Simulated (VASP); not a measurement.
# Driving VASP from ASE on YNiC2, part 3 of 4

Do ASE scripts that read YNiC2 from different structure formats give one answer, and do several routes find one equilibrium volume? All runs use PBEsol. Left out of this account: 1 further run (self-consistent run: a reference on another mesh). The start is a computed cell from the Materials Project.

VASP 6.6.1, plane waves and PAW; the level of theory is named at each step.

So far. Step 3 (Self-consistent run (PBEsol, through ASE), try 2): The energy lies +1.01 meV an atom from the first script, since this cell and mesh sample the zone at other points.

## Step 4: Full relaxation (PBEsol, through ASE)

This step: PBEsol, spin-polarised from a ferromagnetic start (one magnetic atom a cell); plane waves and PAW (Y_sv, Ni, C) (VASP 6.6.1).

System of this step: YNiC2. Symmetry: Amm2, No. 38, orthorhombic system. Conventional cell: a = 3.611 Å, b = 4.486 Å, c = 5.982 Å, α = 90.00°, β = 90.00°, γ = 90.00°. Y has 8 C at 2.64 to 2.67 Å and 6 Ni at 2.95 Å nearest. Nearest to Ni lie 4 C at 1.93 to 1.98 Å and 6 Y at 2.95 Å. Nearest to C lie 1 C at 1.37 Å and 2 Ni at 1.93 to 1.98 Å and 4 Y at 2.64 to 2.67 Å. Farther neighbours are not listed.

Properties are meant for the cell that this level of theory prefers, so cell and atoms are relaxed first (ISIF = 3) until forces and stress are small; EDIFFG sets the threshold.

The input, run.py:

```python
import numpy as np
from ase.calculators.vasp import Vasp
from ase.io import read

atoms = read('YNiC2.cif')

calc = Vasp(
    xc='pbesol',
    pp='PBE',
    prec='Accurate',
    encut=520,
    ediff=1e-06,
    nelm=100,
    ismear=-1,
    sigma=0.05,
    lreal=False,
    algo='Normal',
    nbands=23,
    ispin=2,
    lasph=True,
    lmaxmix=4,
    lorbit=11,
    lwave=False,
    lcharg=False,
    kpar=4,
    ibrion=2,
    nsw=60,
    isif=3,
    ediffg=-0.01,
    pp_version='64',
    setups={'Y': '_sv', 'Ni': '', 'C': ''},
    kpts=(8, 8, 8),
    gamma=True,
    txt='vasp.out',
    magmom=[0.0, 1.0, 0.0, 0.0],
)
atoms.calc = calc

print("energy (eV):", round(atoms.get_potential_energy(), 6))
print("Fermi level (eV):", round(calc.get_fermi_level(), 4))
print("forces (eV/A):")
print(np.round(atoms.get_forces(), 4))
print("stress (GPa, Voigt, tension positive):", np.round(atoms.get_stress() * 160.21766, 3))
print("magnetic moment (muB):", round(atoms.get_magnetic_moment(), 3))
print("cell (A, degrees):", np.round(atoms.cell.cellpar(), 4))
print("volume (A^3):", round(atoms.get_volume(), 4))
print("positions:")
print(np.round(atoms.get_scaled_positions(), 5))
```

The input, YNiC2.cif:

```cif
data_YNiC2
_cell_length_a 3.61051776
_cell_length_b 3.73866525
_cell_length_c 3.73866525
_cell_angle_alpha 73.72434296
_cell_angle_beta 90.00000000
_cell_angle_gamma 90.00000000
_space_group_name_H-M_alt 'P1'
_space_group_name_Hall 'P 1'
_space_group_IT_number 1
loop_
_space_group_symop_operation_xyz
'x,y,z'
loop_
_atom_site_label
_atom_site_type_symbol
_atom_site_symmetry_multiplicity
_atom_site_Wyckoff_symbol
_atom_site_fract_x
_atom_site_fract_y
_atom_site_fract_z
_atom_site_occupancy
Y1 Y 1 a 0.0000000000 0.0031364700 0.0031364700 1
Ni1 Ni 1 a 0.5000000000 0.6134320900 0.6134320900 1
C1 C 1 a 0.5000000000 0.4558403800 0.1505910600 1
C2 C 1 a 0.5000000000 0.1505910600 0.4558403800 1
```

Potentials, in the order of the species: Y_sv, Ni and C (PBE family, release 64).

Command:

```console
export ASE_VASP_COMMAND="mpirun -np 4 vasp_std"
python run.py
```

The log of the run:

```text
energy (eV): -33.863552
Fermi level (eV): 6.9716
forces (eV/A):
[[ 0.     -0.0024 -0.0018]
 [ 0.      0.0037  0.0028]
 [ 0.      0.0012 -0.003 ]
 [ 0.     -0.0025  0.002 ]]
stress (GPa, Voigt, tension positive): [ 0.01   0.021  0.019  0.003 -0.    -0.   ]
magnetic moment (muB): 0.0
cell (A, degrees): [ 3.5563  3.7174  3.7174 74.1577 90.     90.    ]
volume (A^3): 47.2767
positions:
[[0.      0.00318 0.00318]
 [0.5     0.61414 0.61414]
 [0.5     0.45608 0.14961]
 [0.5     0.14961 0.45608]]
```

It took 4.4 min on 4 MPI ranks of AMD EPYC 9R45, shared host; peak memory 1.3 GiB.

ASE turned this into the INCAR:

```
ENCUT = 520.000000
SIGMA = 0.050000
EDIFF = 1.00e-06
EDIFFG = -1.00e-02
ALGO = Normal
GGA = PS
PREC = Accurate
IBRION = 2
ISIF = 3
ISMEAR = -1
ISPIN = 2
KPAR = 4
LMAXMIX = 4
LORBIT = 11
NBANDS = 23
NELM = 100
NSW = 60
MAGMOM = 1*0.0000 1*1.0000 2*0.0000
LASPH = .TRUE.
LCHARG = .FALSE.
LWAVE = .FALSE.
LREAL = .FALSE.
```

ASE turned this into the KPOINTS:

```
KPOINTS created by Atomic Simulation Environment
0
Gamma
8 8 8
0 0 0
```

vasp.out:

```text
[banner, memory and clock lines left out]
running    4 mpi-ranks, on    1 nodes
 distrk:  each k-point on    1 cores,    4 groups
 distr:  one band on    1 cores,    1 groups

 POSCAR found type information on POSCAR Y NiC
 POSCAR found :  3 types and       4 ions
 [... a notice as in an earlier step ...]

 LDA part: xc-table for (Slater+PW92), standard interpolation
 POSCAR, INCAR and KPOINTS ok, starting setup
 FFT: planning ... GRIDC
 FFT: planning ... GRID_SOFT
 FFT: planning ... GRID
 WAVECAR not read
 entering main loop
       N       E                     dE             d eps       ncg     rms          rms(c)
DAV:   1     0.168603066340E+03    0.16860E+03   -0.14192E+04  9660   0.141E+03
DAV:   2    -0.246659719924E+02   -0.19327E+03   -0.18000E+03 10465   0.324E+02
DAV:   3    -0.395650374629E+02   -0.14899E+02   -0.14421E+02 12260   0.854E+01
DAV:   4    -0.401786896324E+02   -0.61365E+00   -0.61154E+00 13115   0.159E+01
DAV:   5    -0.401953956947E+02   -0.16706E-01   -0.16699E-01 12900   0.248E+00    0.394E+01
DAV:   6    -0.482654451654E+02   -0.80700E+01   -0.19740E+02 12535   0.158E+02    0.436E+01
DAV:   7    -0.341365675253E+02    0.14129E+02   -0.31118E+01 11887   0.958E+01    0.185E+01
DAV:   8    -0.342073278870E+02   -0.70760E-01   -0.11311E+01 15365   0.407E+01    0.164E+01
DAV:   9    -0.340193362859E+02    0.18799E+00   -0.60727E+00 13020   0.292E+01    0.551E+00
DAV:  10    -0.338674066227E+02    0.15193E+00   -0.52767E-01 14624   0.957E+00    0.210E+00
DAV:  11    -0.338557671464E+02    0.11639E-01   -0.58730E-02 14254   0.240E+00    0.134E+00
DAV:  12    -0.338535687134E+02    0.21984E-02   -0.94960E-03 15411   0.107E+00    0.401E-01
DAV:  13    -0.338531728027E+02    0.39591E-03   -0.16318E-03 14808   0.442E-01    0.108E-01
DAV:  14    -0.338531700096E+02    0.27931E-05   -0.12744E-04 12715   0.847E-02    0.806E-02
DAV:  15    -0.338531495176E+02    0.20492E-04   -0.11021E-04 14728   0.128E-01    0.187E-02
DAV:  16    -0.338531501668E+02   -0.64917E-06   -0.60952E-06 11307   0.173E-02
   1 F= -.33853150E+02 E0= -.33847963E+02  d E =-.338532E+02  mag=    -0.0000
 curvature:   0.00 expect dE= 0.000E+00 dE for cont linesearch  0.000E+00
 trial: gam= 0.00000 g(F)=  0.527E-02 g(S)=  0.434E-01 ort = 0.000E+00 (trialstep = 0.100E+01)
 search vector abs. value=  0.486E-01
 bond charge predicted
       N       E                     dE             d eps       ncg     rms          rms(c)
DAV:   1    -0.344460580018E+02   -0.59291E+00   -0.85996E+00 13632   0.315E+01    0.870E+00
DAV:   2    -0.358472604692E+02   -0.14012E+01   -0.21784E+01 13078   0.601E+01    0.131E+01
DAV:   3    -0.338601403622E+02    0.19871E+01   -0.73892E+00 11618   0.491E+01    0.146E+00
DAV:   4    -0.338692589779E+02   -0.91186E-02   -0.58127E-01 15092   0.592E+00    0.191E+00
DAV:   5    -0.338564719513E+02    0.12787E-01   -0.81556E-02 14852   0.330E+00    0.125E+00
DAV:   6    -0.338571829100E+02   -0.71096E-03   -0.29214E-03 11558   0.341E-01    0.121E+00
DAV:   7    -0.338596643716E+02   -0.24815E-02   -0.32506E-03 13806   0.313E-01    0.447E-01
DAV:   8    -0.338589375409E+02    0.72683E-03   -0.41459E-03 16850   0.728E-01    0.411E-01
DAV:   9    -0.338588737605E+02    0.63780E-04   -0.78353E-04 13586   0.230E-01    0.186E-01
DAV:  10    -0.338588806210E+02   -0.68605E-05   -0.26947E-05 11879   0.351E-02    0.201E-01
DAV:  11    -0.338588614592E+02    0.19162E-04   -0.44225E-05 16056   0.546E-02    0.716E-02
DAV:  12    -0.338588827511E+02   -0.21292E-04   -0.43472E-05 17177   0.356E-02    0.934E-02
DAV:  13    -0.338588810528E+02    0.16982E-05   -0.43361E-06 11004   0.152E-02    0.465E-02
DAV:  14    -0.338588807249E+02    0.32797E-06   -0.87041E-07  7630   0.650E-03
   2 F= -.33858881E+02 E0= -.33853819E+02  d E =-.573056E-02  mag=     0.0000
[... from here on, the cycles between the ionic steps are left out ...]
   3 F= -.33866750E+02 E0= -.33861634E+02  d E =-.135999E-01  mag=     0.0000
   4 F= -.33866752E+02 E0= -.33861636E+02  d E =-.136017E-01  mag=     0.0000
   5 F= -.33866463E+02 E0= -.33861358E+02  d E =-.133130E-01  mag=    -0.0000
   6 F= -.33866744E+02 E0= -.33861630E+02  d E =-.135939E-01  mag=     0.0000
   7 F= -.33868526E+02 E0= -.33863372E+02  d E =-.178195E-02  mag=     0.0000
   8 F= -.33868630E+02 E0= -.33863464E+02  d E =-.188631E-02  mag=    -0.0000
   9 F= -.33868631E+02 E0= -.33863462E+02  d E =-.188672E-02  mag=    -0.0000
  10 F= -.33868574E+02 E0= -.33863413E+02  d E =0.566400E-04  mag=    -0.0000
  11 F= -.33868694E+02 E0= -.33863529E+02  d E =-.633180E-04  mag=    -0.0000
  12 F= -.33868683E+02 E0= -.33863523E+02  d E =0.113364E-04  mag=    -0.0000
 trial-energy change:    0.000011  1 .order    0.000011   -0.000097    0.000119
 step:   0.3847(harm=  0.3847)  dis= 0.00042  next Energy=   -33.868716 (dE=-0.219E-04)
 bond charge predicted
       N       E                     dE             d eps       ncg     rms          rms(c)
DAV:   1    -0.338687346555E+02   -0.51738E-04   -0.46458E-03 10276   0.425E-01    0.448E-02
DAV:   2    -0.338687428879E+02   -0.82325E-05   -0.32311E-04 13605   0.196E-01    0.479E-02
DAV:   3    -0.338687221318E+02    0.20756E-04   -0.17603E-04 13639   0.174E-01    0.227E-02
DAV:   4    -0.338687159228E+02    0.62090E-05   -0.26630E-05 13584   0.541E-02    0.617E-03
DAV:   5    -0.338687159847E+02   -0.61919E-07   -0.15382E-06  7737   0.966E-03
  13 F= -.33868716E+02 E0= -.33863552E+02  d E =-.219015E-04  mag=    -0.0000
 curvature:  -0.26 expect dE=-0.907E-06 dE for cont linesearch -0.103E-07
 trial: gam= 0.05955 g(F)=  0.248E-05 g(S)=  0.988E-06 ort =-0.247E-05 (trialstep = 0.760E+00)
 search vector abs. value=  0.372E-05
 reached required accuracy - stopping structural energy minimisation
```

From OUTCAR (step 4):

```text
  LATTYP: Found a base centered orthorhombic cell.
 ALAT       =     4.4855916225
 B/A-ratio  =     1.3337079758
 C/A-ratio  =     0.8049145049

The static configuration has the point symmetry C_2v.

 Found    105 irreducible k-points:

   NELECT =      29.0000    total number of electrons

 E-fermi :   6.9716

 spin component 1
 k-point     1 :       0.0000    0.0000    0.0000
  band No.  band energies     occupation
    ...
     10       3.3920      1.00000
     11       4.2491      1.00000
     12       4.6028      1.00000
     13       4.8395      1.00000
     14       5.7282      1.00000
     15       7.3949      0.00021
     16       7.4177      0.00013
     17       8.8956      0.00000
     18      10.6441      0.00000
     19      10.7993      0.00000
    ...

 k-point     2 :       0.1250    0.0000    0.0000
  band No.  band energies     occupation
    ...
     10       3.9099      1.00000
     11       4.2031      1.00000
     12       4.5528      1.00000
     13       4.6927      1.00000
     14       5.8079      1.00000
     15       7.2326      0.00539
     16       7.6817      0.00000
     17       8.4332      0.00000
     18       9.9902      0.00000
     19      11.1546      0.00000
    ...

 k-point     3 :       0.2500    0.0000    0.0000
  band No.  band energies     occupation
    ...
     11       4.3193      1.00000
     12       4.4376      1.00000
     13       4.6012      1.00000
     14       6.0007      1.00000
     15       6.9242      0.72108
     16       7.5539      0.00001
     17       8.3496      0.00000
     18       9.7966      0.00000
     19      12.0629      0.00000
     20      12.2145      0.00000
    ...

 k-point     4 :       0.3750    0.0000    0.0000
  band No.  band energies     occupation
    ...
     11       4.2641      1.00000
     12       4.2955      1.00000
     13       4.9712      1.00000
     14       6.2073      1.00000
     15       6.4892      0.99994
     16       7.1145      0.05433
     17       8.7774      0.00000
     18      10.4077      0.00000
     19      11.8724      0.00000
     20      13.0466      0.00000
    ...

  Total       -0.0029982     -0.0062353     -0.0056775      0.0000000     -0.0009553      0.0000000
  in kB       -0.1016079     -0.2113102     -0.1924064      0.0000000     -0.0323741      0.0000000
  external PRESSURE =      -0.1684415 kB  Pullay stress =       0.0000000 kB

  energy-cutoff  :      520.00
  volume of cell :       47.28
      direct lattice vectors                 reciprocal lattice vectors
     3.556276785  0.000000000  0.000000000     0.281192961  0.000000000  0.000000000
     0.000000000  3.717330118 -0.014059069     0.000000000  0.268717724 -0.077352933
     0.000000000  1.028319191  3.572296251     0.000000000  0.001057561  0.279627562

 POSITION                                       TOTAL-FORCE (eV/Angst)
 -----------------------------------------------------------------------------------
      0.00000      0.01508      0.01130         0.000000     -0.002441     -0.001830
      1.77814      2.91448      2.18525         0.000000      0.003722      0.002790
      1.77814      1.84924      0.52803         0.000000      0.001214     -0.002953
      1.77814      1.02514      1.62714         0.000000     -0.002494      0.001993
 -----------------------------------------------------------------------------------
    total drift:                                0.000000     -0.000003     -0.000002

  FREE ENERGIE OF THE ION-ELECTRON SYSTEM (eV)
  ---------------------------------------------------
  free  energy   TOTEN  =       -33.8687159847 eV

  energy  without entropy=      -33.8583889513  energy(sigma->0) =      -33.86355247

 reached required accuracy - stopping structural energy minimisation

 total charge
# of ion       s       p       d       f       tot
--------------------------------------------------
    1        2.176   6.448   1.085   0.076   9.786
    2        0.541   0.757   8.442   0.000   9.740
    3        0.865   1.594   0.000   0.000   2.459
    4        0.865   1.594   0.000   0.000   2.459
--------------------------------------------------
tot          4.447  10.394   9.527   0.076  24.445

 magnetization (x)
# of ion       s       p       d       f       tot
--------------------------------------------------
    1       -0.000   0.000  -0.000   0.000  -0.000
    2       -0.000  -0.000  -0.000   0.000  -0.000
    3       -0.000  -0.000   0.000   0.000  -0.000
    4       -0.000  -0.000   0.000   0.000  -0.000
--------------------------------------------------
tot         -0.000   0.000  -0.000   0.000  -0.000

[... 4 parts as in an earlier step ...]

[... 8 further parts left out ...]
```

CONTCAR:

```
Y  Ni C
   1.00000000000000
     3.5562767853892394    0.0000000000000000    0.0000000000000000
     0.0000000000000000    3.7173301180602452   -0.0140590689772714
     0.0000000000000000    1.0283191913219005    3.5722962509872231
  Y               Ni              C
     1     1     2
Direct
     0.0000000000000000    0.0031770526489541    0.0031770526489541
     0.5000000000000000    0.6141370614457698    0.6141370614457627
     0.5000000000000000    0.4560774392317324    0.1496084466735426
     0.5000000000000000    0.1496084466735497    0.4560774392317324
```

The run keeps the 4 symmetry operations of its start, so it cannot find a distortion of lower symmetry.

The steps of the relaxation:

```tsv
step	energy less that of the first step (eV)	largest force (eV/Å)	pressure (GPa)	volume (Å³)
1	0.0000	0.2118	-3.53	48.44
2	-0.0057	0.2780	2.87	46.60
3	-0.0136	0.0575	0.00	47.39
4	-0.0136	0.0634	0.00	47.37
5	-0.0133	0.1018	0.61	47.23
6	-0.0136	0.0697	0.17	47.35
7	-0.0154	0.0272	0.23	47.26
8	-0.0155	0.0405	0.15	47.24
9	-0.0155	0.0430	0.18	47.24
10	-0.0154	0.0871	-0.28	47.32
11	-0.0155	0.0281	-0.03	47.27
12	-0.0155	0.0413	0.03	47.28
13	-0.0156	0.0047	-0.02	47.28
```

```tsv
conventional cell, symmetrised	before	after	change
a (Å)	3.611	3.556	-1.5 %
b (Å)	4.486	4.482	-0.1 %
c (Å)	5.982	5.931	-0.9 %
volume (Å³/atom)	12.11	11.82	-2.4 %
```

The relaxed structure:

```xyz
4
Lattice="3.5563 0.0000 0.0000 0.0000 3.7173 -0.0141 0.0000 1.0283 3.5723" Properties=species:S:1:pos:R:3 pbc="T T T"
Y     0.0000    0.0151    0.0113
Ni    1.7781    2.9145    2.1852
C     1.7781    1.8492    0.5280
C     1.7781    1.0251    1.6271
```

This step gave:

```
electrons                       : 29
bands                           : 23
irreducible k points            : 105
free energy (TOTEN)             : -33.87 eV
energy at zero smearing         : -33.86 eV
Fermi energy                    : 6.972 eV
pressure                        : -0.01684 GPa
SCF cycles over all ionic steps : 102
```

The spin moment in the PAW sphere vanishes on all atoms.

It ends with a largest force of 0.005 eV/Å and a pressure of -0.02 GPa.

(Continued in part 4 of 4.)

[Lines on the potential files, build, host, timing and source positions are cut from VASP's logs without a mark.]

[Logs are printed without paths, hosts, clocks, repeated set-up lines and the standing remarks that a program may print on its own settings, such as how far it seeks lower states.]

[Hosts, paths, dates, database ids (printed as entryN), source tags and the programs' standing remarks are cut or masked in the printed files.]

[A measured line is paired with the nearest computed mode of its activity, which favours agreement.]
